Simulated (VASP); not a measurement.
These are revPBE GGA, VASP's PBE PAW potentials (set 64) (plane waves; VASP 6.6.1) values and carry that method's errors.

Input for VASP

**KPOINTS**
```
Automatic mesh
0
Gamma
13 13 7
0 0 0
```

**POSCAR**
```
Zr
1
    1.6091176865    -2.7870735337     0.0000000000
    1.6091176865     2.7870735337     0.0000000000
    0.0000000000     0.0000000000     5.1510494884
Zr
2
Direct
  0.3333330000   0.6666670000   0.2500000000
  0.6666670000   0.3333330000   0.7500000000
```

INCAR:
```
# general
SYSTEM   =  Zr
PREC     =  Accurate
ENCUT    =  520
LREAL    =  .False.
LASPH    =  .True.

# electronic loop
EDIFF    =  1E-7
NELM     =  100
ALGO     =  Normal
LMAXMIX  =  4

# smearing
ISMEAR   =  1
SIGMA    =  0.1

# functional
GGA      =  RE

# ions
IBRION   =  2
NSW      =  30
ISIF     =  4
EDIFFG   =  -0.01

# output
LWAVE    =  .False.
LCHARG   =  .False.
```

POTCAR, in this order: Zr_sv (PBE.64 set). Program: vasp_std.

The resulting files:

**OUTCAR**
```
 ion  position               nearest neighbor table
   1  0.333  0.667  0.250-   2 3.18   2 3.18   2 3.18   2 3.18   2 3.18   2 3.18
   2  0.667  0.333  0.750-   1 3.18   1 3.18   1 3.18   1 3.18   1 3.18   1 3.18
  LATTYP: Found a hexagonal cell.
 ALAT       =     3.2182353256
 C/A-ratio  =     1.6005819858
 Subroutine PRICEL returns:
 Original cell was already a primitive cell.
 Subroutine GETGRP returns: Found 24 space group operations
The static configuration has the point symmetry D_3d.
 The point group associated with its full space group is D_6h.
The dynamic configuration has the point symmetry D_3d.
 Subroutine INISYM returns: Found 24 space group operations
 Subroutine IBZKPT returns following result:
 Found     84 irreducible k-points:

 Following reciprocal coordinates:
            Coordinates               Weight
  0.000000  0.000000  0.000000      1.000000
  0.076923  0.000000  0.000000      6.000000
  0.153846  0.000000  0.000000      6.000000
  0.230769  0.000000  0.000000      6.000000
  0.307692  0.000000  0.000000      6.000000
  0.384615  0.000000  0.000000      6.000000
  0.461538  0.000000  0.000000      6.000000
  0.076923  0.076923  0.000000      6.000000
  0.153846  0.076923  0.000000     12.000000
  0.230769  0.076923  0.000000     12.000000
  0.307692  0.076923  0.000000     12.000000
  0.384615  0.076923  0.000000     12.000000
  0.461538  0.076923  0.000000      6.000000
  0.153846  0.153846  0.000000      6.000000
  0.230769  0.153846  0.000000     12.000000
  0.307692  0.153846  0.000000     12.000000
  0.384615  0.153846  0.000000     12.000000
  0.230769  0.230769  0.000000      6.000000
  0.307692  0.230769  0.000000     12.000000
  0.384615  0.230769  0.000000      6.000000
  0.307692  0.307692  0.000000      6.000000
  0.000000  0.000000  0.142857      2.000000
  0.076923  0.000000  0.142857     12.000000
  0.153846  0.000000  0.142857     12.000000
  0.230769  0.000000  0.142857     12.000000
  0.307692  0.000000  0.142857     12.000000
  0.384615  0.000000  0.142857     12.000000
  0.461538  0.000000  0.142857     12.000000
  0.076923  0.076923  0.142857     12.000000
  0.153846  0.076923  0.142857     24.000000
  0.230769  0.076923  0.142857     24.000000
  0.307692  0.076923  0.142857     24.000000
  0.384615  0.076923  0.142857     24.000000
  0.461538  0.076923  0.142857     12.000000
  0.153846  0.153846  0.142857     12.000000
  0.230769  0.153846  0.142857     24.000000
  0.307692  0.153846  0.142857     24.000000
  0.384615  0.153846  0.142857     24.000000
  0.230769  0.230769  0.142857     12.000000
  0.307692  0.230769  0.142857     24.000000
   k-points           NKPTS =     84   k-points in BZ     NKDIM =     84   number of bands    NBANDS=     16
   number of dos      NEDOS =    301   number of ions     NIONS =      2
   total plane-waves  NPLWV =  23040
   dimension x,y,z NGX =    24 NGY =   24 NGZ =   40
   dimension x,y,z NGXF=    48 NGYF=   48 NGZF=   80
   ions per type =               2
   PREC   = accura    normal or accurate (medium, high low for compatibility)
   ISTART =      0    job   : 0-new  1-cont  2-samecut
   ICHARG =      2    charge: 1-file 2-atom 10-const
   ISPIN  =      1    spin polarized calculation?
   LNONCOLLINEAR =      F non collinear calculations
   LSORBIT =      F    spin-orbit coupling
   INIWAV =      1    electr: 0-lowe 1-rand  2-diag
   ENCUT  =  520.0 eV  38.22 Ry    6.18 a.u.   5.98  5.98  9.58*2*pi/ulx,y,z
   NELM   =    100;   NELMIN=  2; NELMDL= -5     # of ELM steps
   EDIFF  = 0.1E-06   stopping-criterion for ELM
   LREAL  =      F    real-space projection
...
```

### OSZICAR
```
       N       E                     dE             d eps       ncg     rms          rms(c)
DAV:   1     0.219594013501E+03    0.21959E+03   -0.13666E+04  2688   0.149E+03
DAV:   2    -0.256293578039E+01   -0.22216E+03   -0.22027E+03  3376   0.412E+02
DAV:   3    -0.167579443792E+02   -0.14195E+02   -0.14102E+02  5120   0.788E+01
DAV:   4    -0.170021605163E+02   -0.24422E+00   -0.24417E+00  2976   0.116E+01
DAV:   5    -0.170088696227E+02   -0.67091E-02   -0.67088E-02  4312   0.131E+00    0.142E+01
DAV:   6    -0.164481590384E+02    0.56071E+00   -0.92058E-01  2816   0.865E+00    0.561E+00
DAV:   7    -0.163421675894E+02    0.10599E+00   -0.61473E-01  3784   0.621E+00    0.112E+00
DAV:   8    -0.163499394246E+02   -0.77718E-02   -0.43351E-02  3544   0.173E+00    0.295E-01
DAV:   9    -0.163501511286E+02   -0.21170E-03   -0.19912E-03  3280   0.490E-01    0.423E-02
DAV:  10    -0.163500896871E+02    0.61441E-04   -0.48467E-05  3952   0.483E-02    0.245E-02
DAV:  11    -0.163500894618E+02    0.22533E-06   -0.14077E-05  2888   0.473E-02    0.502E-03
DAV:  12    -0.163500894125E+02    0.49308E-07   -0.49755E-07  3352   0.529E-03
   1 F= -.16350089E+02 E0= -.16350011E+02  d E =-.163501E+02
       N       E                     dE             d eps       ncg     rms          rms(c)
DAV:   1    -0.163519865194E+02   -0.18971E-02   -0.10871E-01  2696   0.310E+00    0.231E-01
DAV:   2    -0.163507465787E+02    0.12399E-02   -0.32297E-03  3112   0.458E-01    0.110E-01
DAV:   3    -0.163503801021E+02    0.36648E-03   -0.14699E-03  3712   0.282E-01    0.185E-02
DAV:   4    -0.163503833552E+02   -0.32532E-05   -0.22996E-05  3072   0.465E-02    0.886E-03
DAV:   5    -0.163503835135E+02   -0.15826E-06   -0.17326E-06  3752   0.129E-02    0.694E-04
DAV:   6    -0.163503836453E+02   -0.13187E-06   -0.25512E-08  2016   0.149E-03    0.413E-04
DAV:   7    -0.163503836908E+02   -0.45404E-07   -0.74413E-09  1792   0.729E-04
   2 F= -.16350384E+02 E0= -.16350373E+02  d E =-.294278E-03
       N       E                     dE             d eps       ncg     rms          rms(c)
DAV:   1    -0.163510989338E+02   -0.71529E-03   -0.45026E-02  2688   0.199E+00    0.148E-01
DAV:   2    -0.163505840923E+02    0.51484E-03   -0.13411E-03  3120   0.295E-01    0.711E-02
DAV:   3    -0.163504308539E+02    0.15324E-03   -0.61379E-04  3696   0.182E-01    0.119E-02
DAV:   4    -0.163504322856E+02   -0.14317E-05   -0.96576E-06  3048   0.301E-02    0.573E-03
DAV:   5    -0.163504321408E+02    0.14473E-06   -0.71812E-07  3592   0.828E-03    0.443E-04
DAV:   6    -0.163504322251E+02   -0.84253E-07   -0.12680E-08  1792   0.109E-03
   3 F= -.16350432E+02 E0= -.16350460E+02  d E =-.342813E-03
```

**OUTCAR**
```
------------------------ aborting loop because EDIFF is reached ----------------------------------------
  FORCE on cell =-STRESS in cart. coord.  units (eV):
  Direction    XX          YY          ZZ          XY          YZ          ZX
  --------------------------------------------------------------------------------------
  Total        0.8061538      0.8061538      0.8015524      0.0000000      0.0000000      0.0000000
  in kB       27.9554526     27.9554515     27.7958886      0.0000000      0.0000000      0.0000000
  external PRESSURE =      27.9022643 kB  Pullay stress =       0.0000000 kB
  volume of cell :       46.20
      direct lattice vectors                 reciprocal lattice vectors
     1.605652282 -2.781071273 -0.000000000     0.311399925 -0.179786834  0.000000000
     1.605652282  2.781071273 -0.000000000     0.311399925  0.179786834  0.000000000
    -0.000000000  0.000000000  5.173308030     0.000000000  0.000000000  0.193299915
 POSITION                                       TOTAL-FORCE (eV/Angst)
 -----------------------------------------------------------------------------------
      1.60565      0.92703      1.29333         0.000000     -0.000000      0.000000
      1.60565     -0.92703      3.87998        -0.000000      0.000000      0.000000
 -----------------------------------------------------------------------------------
    total drift:                                0.000140      0.001126     -0.000019
  FREE ENERGIE OF THE ION-ELECTRON SYSTEM (eV)
  ---------------------------------------------------
  free  energy   TOTEN  =       -16.3504322251 eV

  energy  without entropy=      -16.3505163125  energy(sigma->0) =      -16.35046025

 reached required accuracy - stopping structural energy minimisation
```
(Selected blocks of OUTCAR.)

File CONTCAR:
```
Zr
   1.00000000000000
     1.6056522817469872   -2.7810712734297418   -0.0000000000000000
     1.6056522817469872    2.7810712734297418   -0.0000000000000000
    -0.0000000000000000    0.0000000000000000    5.1733080301948471
  Zr
     2
Direct
     0.3333330000000032    0.6666669999999968    0.2500000000000000
     0.6666669999999968    0.3333330000000032    0.7500000000000000
```

The compound is Zr in the hcp structure. This cell is one point of a volume scan, at 0.97 of the reference volume. Symmetry was kept, so distortions that lower it aren't found.
